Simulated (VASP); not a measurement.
Data:

```
CELL_PARAMETERS angstrom
      4.87947     0.00000     0.00000
      0.00000     4.87947     0.00000
      0.00000     0.00000     4.87947
ATOMIC_POSITIONS crystal
  La 0.00000 0.50000 0.50000
  La 0.50000 0.00000 0.50000
  La 0.50000 0.50000 0.00000
  Al 0.00000 0.00000 0.00000
```

Level of theory: PBEsol GGA, VASP's PBE PAW potentials (set 64) (plane waves; VASP). Numerical set-up: 400 eV cut-off, 7×7×7 Γ-centred mesh, tetrahedra with Blöchl corrections, potentials La Al.

The cores are frozen, which limits the accuracy of field gradients.

Q: Give the principal components of the electric field gradient (V/Å²) and the asymmetry η at each nucleus.

A: 
| atom | Vxx | Vyy | Vzz | η |
|---|---|---|---|---|
| La1 | -82.5 | -82.5 | 165.0 | 0.00 |
| La2 | -82.5 | -82.5 | 165.0 | 0.00 |
| La3 | -82.5 | -82.5 | 165.0 | 0.00 |
| Al4 | 0.0 | 0.0 | 0.0 | - |

The structure comes from a computed database's La3Al entry (Pm-3m); how it stands against other phases isn't given here. It was relaxed first, which changed the volume by -6 %.
